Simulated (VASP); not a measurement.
These are PBEsol GGA, VASP's PBE PAW potentials (set 64) (plane waves; VASP) values and carry that method's errors.

VASP ran on this input.

### INCAR
```
SYSTEM = Ti3B
PREC = Accurate; ENCUT = 520; LREAL = .FALSE.
LASPH = .TRUE.
EDIFF = 1E-6; NELM = 100; ALGO = Normal
LMAXMIX = 4
ISMEAR = 1; SIGMA = 0.1
GGA = PS
IBRION = 2; NSW = 60; ISIF = 3
EDIFFG = -0.02
LWAVE = .FALSE.; LCHARG = .FALSE.
```

KPOINTS:
```
K-points
0
Gamma
 8 8 8
```

POSCAR:
```
Ti3B
1
    0.0000000000     2.9636525252     2.9636525252
    2.9636525252     0.0000000000     2.9636525252
    2.9636525252     2.9636525252     0.0000000000
B Ti
1 3
Direct
  0.0000000000   0.0000000000   0.0000000000
  0.5000000000   0.5000000000   0.5000000000
  0.2500000000   0.2500000000   0.2500000000
  0.7500000000   0.7500000000   0.7500000000
```

POTCAR, in this order: B Ti_sv (PBE.64 set). Program: vasp_std.

What VASP printed:

File OUTCAR:
```
 ion  position               nearest neighbor table
   1  0.000  0.000  0.000-
   2  0.500  0.500  0.500-   3 2.57   3 2.57   3 2.57   4 2.57   4 2.57   4 2.57   4 2.57   3 2.57
  LATTYP: Found a face centered cubic cell.
 ALAT       =     5.9273050504
 Subroutine PRICEL returns:
 Original cell was already a primitive cell.
 Subroutine GETGRP returns: Found 48 space group operations
The static configuration has the point symmetry O_h .
The dynamic configuration has the point symmetry O_h .
 Subroutine INISYM returns: Found 48 space group operations
 Subroutine IBZKPT returns following result:
 Found     29 irreducible k-points:

 Following reciprocal coordinates:
            Coordinates               Weight
  0.000000  0.000000  0.000000      1.000000
  0.125000  0.000000  0.000000      8.000000
  0.250000  0.000000  0.000000      8.000000
  0.375000  0.000000  0.000000      8.000000
  0.500000  0.000000  0.000000      4.000000
  0.125000  0.125000  0.000000      6.000000
  0.250000  0.125000  0.000000     24.000000
  0.375000  0.125000  0.000000     24.000000
  0.500000  0.125000  0.000000     24.000000
 -0.375000  0.125000  0.000000     24.000000
 -0.250000  0.125000  0.000000     24.000000
 -0.125000  0.125000  0.000000     12.000000
  0.250000  0.250000  0.000000      6.000000
  0.375000  0.250000  0.000000     24.000000
  0.500000  0.250000  0.000000     24.000000
 -0.375000  0.250000  0.000000     24.000000
 -0.250000  0.250000  0.000000     12.000000
  0.375000  0.375000  0.000000      6.000000
  0.500000  0.375000  0.000000     24.000000
 -0.375000  0.375000  0.000000     12.000000
  0.500000  0.500000  0.000000      3.000000
  0.375000  0.250000  0.125000     24.000000
  0.500000  0.250000  0.125000     48.000000
 -0.375000  0.250000  0.125000     24.000000
  0.500000  0.375000  0.125000     24.000000
 -0.375000  0.375000  0.125000     48.000000
 -0.250000  0.375000  0.125000     24.000000
 -0.375000  0.500000  0.125000     12.000000
 -0.250000  0.500000  0.250000      6.000000
   k-points           NKPTS =     29   k-points in BZ     NKDIM =     29   number of bands    NBANDS=     23
   number of dos      NEDOS =    301   number of ions     NIONS =      4
   total plane-waves  NPLWV =  32768
   dimension x,y,z NGX =    32 NGY =   32 NGZ =   32
   dimension x,y,z NGXF=    64 NGYF=   64 NGZF=   64
   ions per type =               1   3
   PREC   = accura    normal or accurate (medium, high low for compatibility)
   ISTART =      0    job   : 0-new  1-cont  2-samecut
   ICHARG =      2    charge: 1-file 2-atom 10-const
   ISPIN  =      1    spin polarized calculation?
   LNONCOLLINEAR =      F non collinear calculations
   LSORBIT =      F    spin-orbit coupling
   INIWAV =      1    electr: 0-lowe 1-rand  2-diag
   ENCUT  =  520.0 eV  38.22 Ry    6.18 a.u.   7.79  7.79  7.79*2*pi/ulx,y,z
   NELM   =    100;   NELMIN=  2; NELMDL= -5     # of ELM steps
   EDIFF  = 0.1E-05   stopping-criterion for ELM
   LREAL  =      F    real-space projection
   NLSPLINE    = F    spline interpolate recip. space projectors
   LMAXMIX     =    4 max onsite mixed and CHGCAR
   VOSKOWN=      0    Vosko Wilk Nusair interpolation
   EDIFFG = -.2E-01   stopping-criterion for IOM
   NSW    =     60    number of steps for IOM
   NBLOCK =      1;   KBLOCK =     60    inner block; outer block
   IBRION =      2    ionic relax: 0-MD 1-quasi-New 2-CG
   NFREE  =      1    steps in history (QN), initial steepest desc. (CG)
   ISIF   =      3    stress and relaxation
   ISYM   =      2    0-nonsym 1-usesym 2-fastsym
   TEIN   =    0.0    initial temperature
   TEBEG  =    0.0;   TEEND  =   0.0 temperature during run
   SMASS  =  -3.00    Nose mass-parameter (am)
...
```

### OSZICAR
```
       N       E                     dE             d eps       ncg     rms          rms(c)
DAV:   1     0.464383061254E+03    0.46438E+03   -0.21029E+04  1334   0.213E+03
DAV:   2     0.248170022350E+02   -0.43957E+03   -0.43685E+03  1334   0.590E+02
DAV:   3    -0.293591139043E+02   -0.54176E+02   -0.53751E+02  2582   0.171E+02
DAV:   4    -0.348325164883E+02   -0.54734E+01   -0.54498E+01  2007   0.463E+01
DAV:   5    -0.350931505961E+02   -0.26063E+00   -0.26057E+00  2110   0.957E+00    0.188E+01
DAV:   6    -0.313254410867E+02    0.37677E+01   -0.26029E+01  1871   0.451E+01    0.557E+00
DAV:   7    -0.314058307485E+02   -0.80390E-01   -0.20331E+00  1839   0.131E+01    0.381E+00
DAV:   8    -0.314498152149E+02   -0.43984E-01   -0.75642E-01  1916   0.103E+01    0.273E+00
DAV:   9    -0.314382988184E+02    0.11516E-01   -0.52944E-01  1782   0.801E+00    0.895E-01
DAV:  10    -0.314418238622E+02   -0.35250E-02   -0.80777E-02  1937   0.309E+00    0.408E-01
DAV:  11    -0.314435096957E+02   -0.16858E-02   -0.12773E-02  1761   0.123E+00    0.154E-01
DAV:  12    -0.314437947124E+02   -0.28502E-03   -0.16968E-03  1843   0.478E-01    0.280E-02
DAV:  13    -0.314437923113E+02    0.24011E-05   -0.25768E-04  1915   0.178E-01    0.129E-02
DAV:  14    -0.314437926782E+02   -0.36687E-06   -0.27806E-05  1910   0.597E-02    0.459E-03
DAV:  15    -0.314437933583E+02   -0.68012E-06   -0.19504E-06  1330   0.165E-02
   1 F= -.31443793E+02 E0= -.31442334E+02  d E =-.314438E+02
```

### OUTCAR
```
------------------------ aborting loop because EDIFF is reached ----------------------------------------
  FORCE on cell =-STRESS in cart. coord.  units (eV):
  Direction    XX          YY          ZZ          XY          YZ          ZX
  --------------------------------------------------------------------------------------
  Total        0.0265548      0.0265548      0.0265548     -0.0000000     -0.0000000      0.0000000
  in kB        0.8172239      0.8172239      0.8172239     -0.0000000     -0.0000000      0.0000000
  external PRESSURE =       0.8172239 kB  Pullay stress =       0.0000000 kB
  volume of cell :       52.06
      direct lattice vectors                 reciprocal lattice vectors
     0.000000000  2.963652525  2.963652525    -0.168710736  0.168710736  0.168710736
     2.963652525  0.000000000  2.963652525     0.168710736 -0.168710736  0.168710736
     2.963652525  2.963652525  0.000000000     0.168710736  0.168710736 -0.168710736
 POSITION                                       TOTAL-FORCE (eV/Angst)
 -----------------------------------------------------------------------------------
      0.00000      0.00000      0.00000         0.000000      0.000000     -0.000000
      2.96365      2.96365      2.96365         0.000000      0.000000     -0.000000
      1.48183      1.48183      1.48183        -0.000000      0.000000      0.000000
      4.44548      4.44548      4.44548         0.000000     -0.000000     -0.000000
 -----------------------------------------------------------------------------------
    total drift:                               -0.000000     -0.000000      0.000000
  FREE ENERGIE OF THE ION-ELECTRON SYSTEM (eV)
  ---------------------------------------------------
  free  energy   TOTEN  =       -31.4437933583 eV

  energy  without entropy=      -31.4394163325  energy(sigma->0) =      -31.44233435

 reached required accuracy - stopping structural energy minimisation
```
(Selected blocks of OUTCAR.)

**OUTCAR**
```
 val. band max:        9.1918458498   @ k =   0.2500   0.0000   0.0000

 cond. band min:       9.2263801260   @ k =   0.3750   0.2500   0.0000


 Fermi energy:         9.2047044682

 k-point     1 :       0.0000    0.0000    0.0000
  band No.  band energies     occupation
      1     -46.9519      2.00000
      2     -46.7364      2.00000
      3     -46.3418      2.00000
      4     -23.3806      2.00000
      5     -23.3806      2.00000
      6     -23.3806      2.00000
      7     -23.3359      2.00000
      8     -23.3359      2.00000
      9     -23.3359      2.00000
     10     -22.6126      2.00000
     11     -22.6126      2.00000
     12     -22.6126      2.00000
     13       0.6698      2.00000
     14       6.7328      2.00000
     15       6.7328      2.00000
     16       6.7328      2.00000
     17       7.0460      2.00000
     18       7.0460      2.00000
     19       9.3551     -0.05495
     20       9.3551     -0.05495
     21       9.3551     -0.05495
     22      12.4418      0.00000
     23      12.4650      0.00000

 k-point     2 :       0.1250    0.0000    0.0000
  band No.  band energies     occupation
      1     -46.9388      2.00000
      2     -46.7404      2.00000
      3     -46.3516      2.00000
      4     -23.4697      2.00000
      5     -23.4322      2.00000
      6     -23.4322      2.00000
      7     -23.2914      2.00000
      8     -23.2914      2.00000
      9     -23.2258      2.00000
     10     -22.6371      2.00000
     11     -22.6057      2.00000
     12     -22.6057      2.00000
     13       0.8669      2.00000
     14       6.5041      2.00000
     15       6.5294      2.00000
     16       6.5294      2.00000
     17       7.4687      2.00000
     18       7.4687      2.00000
     19       9.2686      0.12664
     20       9.2955     -0.02549
     21       9.2955     -0.02549
     22      11.8034      0.00000
     23      12.0928      0.00000

 k-point     3 :       0.2500    0.0000    0.0000
...
```

The structure was generated: Ti3B was put into the D03 type (Fm-3m), which need not be its known phase. It was relaxed first, which changed the volume by -35 %. The start is the result of an earlier pass. The electron count is odd and the run is not spin-polarised, which forces a metal.
